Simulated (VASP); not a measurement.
All values below come from rev-vdW-DF2, VASP's PBE PAW potentials (set 64) (plane waves; VASP 6.6.1).

The input files of a VASP run:

File POSCAR:
```
Cs
1
   -3.0148952144     3.0148952144     3.0148952144
    3.0148952144    -3.0148952144     3.0148952144
    3.0148952144     3.0148952144    -3.0148952144
Cs
1
Direct
  0.0000000000   0.0000000000   0.0000000000
```

### KPOINTS
```
Automatic mesh
0
Gamma
9 9 9
0 0 0
```

INCAR:
```
SYSTEM = Cs
PREC = Accurate; ENCUT = 520; LREAL = .FALSE.
LASPH = .TRUE.
EDIFF = 1E-7; NELM = 100; ALGO = Normal
LMAXMIX = 4
ISMEAR = 1; SIGMA = 0.1
GGA = MK; LUSE_VDW = .TRUE.; AGGAC = 0.0
PARAM1 = 0.1234568; PARAM2 = 0.7114; ZAB_VDW = -1.8867
ISIF = 2
LWAVE = .FALSE.; LCHARG = .FALSE.
```

POTCAR, in this order: Cs_sv (PBE.64 set). Program: vasp_std.

The run wrote:

File OUTCAR:
```
 ion  position               nearest neighbor table
   1  0.000  0.000  0.000-
  LATTYP: Found a body centered cubic cell.
 ALAT       =     6.0297904288
 Subroutine PRICEL returns:
 Original cell was already a primitive cell.
 Subroutine GETGRP returns: Found 48 space group operations
The static configuration has the point symmetry O_h .
The dynamic configuration has the point symmetry O_h .
 Subroutine INISYM returns: Found 48 space group operations
 Subroutine IBZKPT returns following result:
 Found     35 irreducible k-points:

 Following reciprocal coordinates:
            Coordinates               Weight
  0.000000  0.000000  0.000000      1.000000
  0.111111  0.000000  0.000000     12.000000
  0.222222  0.000000  0.000000     12.000000
  0.333333  0.000000  0.000000     12.000000
  0.444444  0.000000  0.000000     12.000000
  0.111111  0.111111  0.000000     24.000000
  0.222222  0.111111  0.000000     48.000000
  0.333333  0.111111  0.000000     48.000000
  0.444444  0.111111  0.000000     24.000000
  0.222222  0.222222  0.000000     24.000000
...
```

OSZICAR:
```
       N       E                     dE             d eps       ncg     rms          rms(c)
DAV:   1     0.557095561592E+02    0.55710E+02   -0.29052E+03   560   0.776E+02
DAV:   2     0.618996748084E+01   -0.49520E+02   -0.49170E+02   784   0.123E+02
DAV:   3     0.179361994196E+01   -0.43963E+01   -0.43956E+01   576   0.451E+01
DAV:   4     0.173731743548E+01   -0.56303E-01   -0.56302E-01  1024   0.623E+00
DAV:   5     0.173726557277E+01   -0.51863E-04   -0.51863E-04   752   0.112E-01    0.162E-01
DAV:   6     0.173769084250E+01    0.42527E-03   -0.11243E-03   944   0.187E-01    0.105E-01
DAV:   7     0.173745558259E+01   -0.23526E-03   -0.32353E-03   696   0.317E-01    0.330E-02
DAV:   8     0.173731165214E+01   -0.14393E-03   -0.22486E-04   800   0.810E-02    0.782E-03
DAV:   9     0.173729917698E+01   -0.12475E-04   -0.15216E-05   880   0.172E-02    0.350E-03
DAV:  10     0.173729757622E+01   -0.16008E-05   -0.56253E-06   800   0.108E-02    0.905E-04
DAV:  11     0.173729747367E+01   -0.10255E-06   -0.12932E-07   936   0.193E-03    0.238E-04
DAV:  12     0.173729744670E+01   -0.26969E-07   -0.62967E-08   760   0.102E-03
   1 F= 0.17372974E+01 E0= 0.17377184E+01  d E =-.126286E-02
```

### OUTCAR
```
------------------------ aborting loop because EDIFF is reached ----------------------------------------
  FORCE on cell =-STRESS in cart. coord.  units (eV):
  Direction    XX          YY          ZZ          XY          YZ          ZX
  --------------------------------------------------------------------------------------
  Total       -0.0372843     -0.0372843     -0.0372843     -0.0000000      0.0000000     -0.0000000
  in kB       -0.5449537     -0.5449537     -0.5449537     -0.0000000      0.0000000     -0.0000000
  external PRESSURE =      -0.5449537 kB  Pullay stress =       0.0000000 kB
  volume of cell :      109.62
      direct lattice vectors                 reciprocal lattice vectors
    -3.014895214  3.014895214  3.014895214     0.000000000  0.165843243  0.165843243
     3.014895214 -3.014895214  3.014895214     0.165843243  0.000000000  0.165843243
     3.014895214  3.014895214 -3.014895214     0.165843243  0.165843243  0.000000000
 POSITION                                       TOTAL-FORCE (eV/Angst)
 -----------------------------------------------------------------------------------
      0.00000      0.00000      0.00000        -0.000000      0.000000      0.000000
 -----------------------------------------------------------------------------------
    total drift:                                0.000000      0.000000      0.000000
  FREE ENERGIE OF THE ION-ELECTRON SYSTEM (eV)
  ---------------------------------------------------
  free  energy   TOTEN  =         1.7372974467 eV

  energy  without entropy=        1.7385603092  energy(sigma->0) =        1.73771840
```
(Selected blocks of OUTCAR.)

The compound is Cs in the bcc structure. This cell is one point of a volume scan, at 1.03 of the reference volume.
